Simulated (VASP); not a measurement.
Consider the following.

```xyz
2
Lattice="3.2130 0.0000 0.0000 0.0000 3.2130 0.0000 0.0000 0.0000 3.2130" Properties=species:S:1:pos:R:3 pbc="T T T"
Zn     1.6065     1.6065     1.6065
Au     0.0000     0.0000     0.0000
```

Level of theory: PBE GGA, VASP's PBE PAW potentials (set 64) (plane waves; VASP). Run with 400 eV cut-off, 9×9×9 Γ-centred mesh, first-order Methfessel-Paxton smearing of 0.10 eV, potentials Zn Au.

Question: Give the stress tensor in GPa (positive for a compressed cell).

Answer: 
```
-2.68   0.00   0.00
 0.00  -2.68   0.00
 0.00   0.00  -2.68
```
The pressure is its mean diagonal, -2.68 GPa.

The compound is AuZn in the CsCl type structure. The cell was not relaxed at this level. The electron count is odd and the run is not spin-polarised, which forces a metal.
